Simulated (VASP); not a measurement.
All values below come from PBEsol GGA, VASP's PBE PAW potentials (set 64) (plane waves; VASP).

Input for VASP

POSCAR:
```
ZrPt3
1
    3.9900000000     0.0000000000     0.0000000000
    0.0000000000     3.9900000000     0.0000000000
    0.0000000000     0.0000000000     3.9900000000
Zr Pt
1 3
Direct
  0.0000000000   0.0000000000   0.0000000000
  0.0000000000   0.5000000000   0.5000000000
  0.5000000000   0.0000000000   0.5000000000
  0.5000000000   0.5000000000   0.0000000000
```

### KPOINTS_OPT
```
k-points along high-symmetry lines
10
Line-mode
Reciprocal
  0.000000   0.000000   0.000000 ! GAMMA
  0.000000   0.500000   0.000000 ! X

  0.000000   0.500000   0.000000 ! X
  0.500000   0.500000   0.000000 ! M

  0.500000   0.500000   0.000000 ! M
  0.000000   0.000000   0.000000 ! GAMMA

  0.000000   0.000000   0.000000 ! GAMMA
  0.500000   0.500000   0.500000 ! R

  0.500000   0.500000   0.500000 ! R
  0.000000   0.500000   0.000000 ! X

  0.500000   0.500000   0.500000 ! R
  0.500000   0.500000   0.000000 ! M
```

### INCAR
```
ALGO = Normal
EDIFF = 1E-6
ENCUT = 300
GGA = PS
ISIF = 2
ISMEAR = 0
LASPH = .True.
LCHARG = .False.
LMAXMIX = 6
LREAL = .False.
LWAVE = .False.
NELM = 100
PREC = Accurate
SIGMA = 0.1
SYSTEM = ZrPt3
```

KPOINTS:
```
kpoints
0
Gamma
11 11 11
0 0 0
```

POTCAR, in this order: Zr_sv Pt (PBE.64 set). Program: vasp_std.

Unless said otherwise, spin-orbit coupling is left out, though it shifts the bands of the heavy elements here.

Q: Estimate the energy per atom (σ→0), band gap (over mesh and band path).

A: 
```
Quantity                                                              Result
----------------------------------  ----------------------------------------
energy per atom (σ→0)                                         -8.553 eV/atom
band gap (over mesh and band path)  none (metal, semimetal or under 0.01 eV)
```

File OSZICAR:
```
...
DAV:   9    -0.342151947555E+02    0.43382E-02   -0.20886E-02  3335   0.109E+00    0.594E-01
DAV:  10    -0.342143789805E+02    0.81578E-03   -0.14228E-03  3770   0.277E-01    0.497E-02
DAV:  11    -0.342143852720E+02   -0.62916E-05   -0.11396E-04  3853   0.709E-02    0.258E-02
DAV:  12    -0.342143808157E+02    0.44563E-05   -0.22372E-05  3424   0.280E-02    0.401E-03
DAV:  13    -0.342143809646E+02   -0.14892E-06   -0.87353E-07  1809   0.571E-03
   1 F= -.34214381E+02 E0= -.34213624E+02  d E =-.151404E-02
       N       E                     dE             ncg
       N       E                     dE             ncg
```

The structure comes from a measured ZrPt3 entry of the Crystallography Open Database, whose conditions weren't checked. The cell was not relaxed at this level.
